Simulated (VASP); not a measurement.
Input for VASP

INCAR:
```
SYSTEM = AsP
PREC = Accurate
ENCUT = 400
EDIFF = 1E-6
NELM = 60
ALGO = Normal
LREAL = .FALSE.
LASPH = .TRUE.
ISMEAR = 0
SIGMA = 0.05
GGA = PE
LMAXMIX = 4
LWAVE = .FALSE.
LCHARG = .FALSE.
ISIF = 2
IMIX = 1
AMIX = 1.5
BMIX = 0.0001
```

KPOINTS:
```
Automatic mesh
0
Gamma
6 6 6
0 0 0
```

**POSCAR**
```
AsP
1
    0.0000000000     2.7771410000     2.7771410000
    2.7771410000     0.0000000000     2.7771410000
    2.7771410000     2.7771410000     0.0000000000
P As
1 1
Direct
  0.2500000000   0.2500000000   0.2500000000
  0.0000000000   0.0000000000   0.0000000000
```

POTCAR, in this order: P As (PBE.64 set). Program: vasp_std.

The run wrote:

**standard output**
```
...
DAV:  21    -0.148246044181E+04   -0.54660E+02   -0.12853E+04   550   0.493E+02    0.228E+02
DAV:  22    -0.141036067181E+04    0.72100E+02   -0.11682E+04   564   0.422E+02    0.232E+02
DAV:  23    -0.147301112911E+04   -0.62650E+02   -0.12811E+04   559   0.488E+02    0.222E+02
DAV:  24    -0.140739383723E+04    0.65617E+02   -0.11667E+04   569   0.420E+02    0.218E+02
DAV:  25    -0.146709572052E+04   -0.59702E+02   -0.12750E+04   564   0.490E+02    0.228E+02
DAV:  26    -0.139905522001E+04    0.68041E+02   -0.11569E+04   573   0.418E+02    0.230E+02
DAV:  27    -0.145990014596E+04   -0.60845E+02   -0.12683E+04   559   0.484E+02    0.233E+02
DAV:  28    -0.139775367444E+04    0.62146E+02   -0.11561E+04   566   0.417E+02    0.236E+02
DAV:  29    -0.146103950565E+04   -0.63286E+02   -0.12677E+04   563   0.482E+02    0.232E+02
DAV:  30    -0.139789138066E+04    0.63148E+02   -0.11600E+04   569   0.418E+02    0.228E+02
DAV:  31    -0.146457936062E+04   -0.66688E+02   -0.12737E+04   559   0.485E+02    0.244E+02
DAV:  32    -0.139970442112E+04    0.64875E+02   -0.11604E+04   564   0.418E+02    0.254E+02
DAV:  33    -0.146522628474E+04   -0.65522E+02   -0.12753E+04   561   0.486E+02    0.252E+02
DAV:  34    -0.139955025323E+04    0.65676E+02   -0.11611E+04   568   0.418E+02    0.249E+02
DAV:  35    -0.146842711268E+04   -0.68877E+02   -0.12794E+04   566   0.496E+02    0.243E+02
DAV:  36    -0.140013906065E+04    0.68288E+02   -0.11597E+04   571   0.418E+02    0.241E+02
DAV:  37    -0.146469255889E+04   -0.64553E+02   -0.12739E+04   564   0.493E+02    0.238E+02
DAV:  38    -0.139630341607E+04    0.68389E+02   -0.11550E+04   574   0.416E+02    0.235E+02
DAV:  39    -0.145399345108E+04   -0.57690E+02   -0.12612E+04   556   0.482E+02    0.235E+02
DAV:  40    -0.138561918067E+04    0.68374E+02   -0.11473E+04   562   0.415E+02    0.235E+02
DAV:  41    -0.144645424223E+04   -0.60835E+02   -0.12537E+04   566   0.477E+02    0.224E+02
DAV:  42    -0.138984839308E+04    0.56606E+02   -0.11559E+04   572   0.416E+02    0.220E+02
DAV:  43    -0.145039754374E+04   -0.60549E+02   -0.12592E+04   559   0.486E+02    0.227E+02
DAV:  44    -0.138771124684E+04    0.62686E+02   -0.11506E+04   566   0.416E+02    0.230E+02
DAV:  45    -0.144798034042E+04   -0.60269E+02   -0.12563E+04   558   0.482E+02    0.239E+02
DAV:  46    -0.138708575983E+04    0.60895E+02   -0.11502E+04   571   0.415E+02    0.243E+02
DAV:  47    -0.145548425926E+04   -0.68398E+02   -0.12673E+04   559   0.486E+02    0.245E+02
DAV:  48    -0.139227727503E+04    0.63207E+02   -0.11559E+04   564   0.417E+02    0.243E+02
DAV:  49    -0.145699633433E+04   -0.64719E+02   -0.12649E+04   570   0.485E+02    0.232E+02
DAV:  50    -0.139269754321E+04    0.64299E+02   -0.11547E+04   571   0.416E+02    0.231E+02
DAV:  51    -0.144871355663E+04   -0.56016E+02   -0.12554E+04   563   0.482E+02    0.237E+02
DAV:  52    -0.138802703461E+04    0.60687E+02   -0.11528E+04   563   0.416E+02    0.238E+02
DAV:  53    -0.145813065996E+04   -0.70104E+02   -0.12695E+04   562   0.488E+02    0.235E+02
DAV:  54    -0.139545267900E+04    0.62678E+02   -0.11580E+04   566   0.416E+02    0.235E+02
DAV:  55    -0.145992806376E+04   -0.64475E+02   -0.12685E+04   564   0.486E+02    0.237E+02
DAV:  56    -0.139615234955E+04    0.63776E+02   -0.11577E+04   569   0.416E+02    0.235E+02
DAV:  57    -0.145747911799E+04   -0.61327E+02   -0.12655E+04   562   0.487E+02    0.238E+02
DAV:  58    -0.139009094194E+04    0.67388E+02   -0.11521E+04   570   0.415E+02    0.242E+02
DAV:  59    -0.145146753292E+04   -0.61377E+02   -0.12599E+04   564   0.485E+02    0.243E+02
DAV:  60    -0.138641395963E+04    0.65054E+02   -0.11484E+04   572   0.415E+02

 -----------------------------------------------------------------------------
|                                                                             |
|           W    W    AA    RRRRR   N    N  II  N    N   GGGG   !!!           |
|           W    W   A  A   R    R  NN   N  II  NN   N  G    G  !!!           |
|           W    W  A    A  R    R  N N  N  II  N N  N  G       !!!           |
|           W WW W  AAAAAA  RRRRR   N  N N  II  N  N N  G  GGG   !            |
|           WW  WW  A    A  R   R   N   NN  II  N   NN  G    G                |
|           W    W  A    A  R    R  N    N  II  N    N   GGGG   !!!           |
|                                                                             |
|     The electronic self-consistency was not achieved in the given           |
|     number of steps (NELM). The forces and other quantities evaluated       |
|     might not be reliable so examine the results carefully. If you find     |
|     spurious results, we suggest increasing NELM, if you were close to      |
|     convergence or switching to a different ALGO or adjusting the           |
|     density mixing parameters otherwise.                                    |
|                                                                             |
 -----------------------------------------------------------------------------

   1 F= -.13864140E+04 E0= -.13864136E+04  d E =-.700627E-03
```

**OUTCAR**
```
------------------------ aborting loop EDIFF was not reached (unconverged)  ----------------------------
  FORCE on cell =-STRESS in cart. coord.  units (eV):
  Direction    XX          YY          ZZ          XY          YZ          ZX
  --------------------------------------------------------------------------------------
  Total      157.8989146    157.8989146    157.8989146     -0.0000000      0.0000000     -0.0000000
  in kB     5905.6260150   5905.6260150   5905.6260150     -0.0000000      0.0000000     -0.0000000
  external PRESSURE =    5905.6260150 kB  Pullay stress =       0.0000000 kB
  volume of cell :       42.84
      direct lattice vectors                 reciprocal lattice vectors
     0.000000000  2.777141000  2.777141000    -0.180041273  0.180041273  0.180041273
     2.777141000  0.000000000  2.777141000     0.180041273 -0.180041273  0.180041273
     2.777141000  2.777141000  0.000000000     0.180041273  0.180041273 -0.180041273
 POSITION                                       TOTAL-FORCE (eV/Angst)
 -----------------------------------------------------------------------------------
      1.38857      1.38857      1.38857        -0.000000      0.000000      0.000000
      0.00000      0.00000      0.00000         0.000000     -0.000000      0.000000
 -----------------------------------------------------------------------------------
    total drift:                                0.000067      0.000067      0.000067
  FREE ENERGIE OF THE ION-ELECTRON SYSTEM (eV)
  ---------------------------------------------------
  free  energy   TOTEN  =     -1386.4139596268 eV

  energy  without entropy=    -1386.4132590002  energy(sigma->0) =    -1386.41360931
```
(Selected blocks of OUTCAR.)

**Question.** From input and log, find the fault in this run and mend it.

**Answer.** The cause: simple mixing (IMIX = 1) with AMIX above 1 overshoots. Convergence was not reached. Against the sound run, the energy per atom (σ→0) drops by 688.799 eV/atom; the pressure rises by 578.98 GPa. To mend it, remove IMIX, remove AMIX, remove BMIX.

The mended run (PBE GGA, plane waves, VASP's PBE PAW potentials (set 64)) converges, and its OSZICAR ends with
```
   1 F= -.88183831E+01 E0= -.88157469E+01  d E =-.527241E-02
```

The structure was generated: AsP was put into the zincblende type (F-43m), which need not be its known phase. The cell was not relaxed at this level.
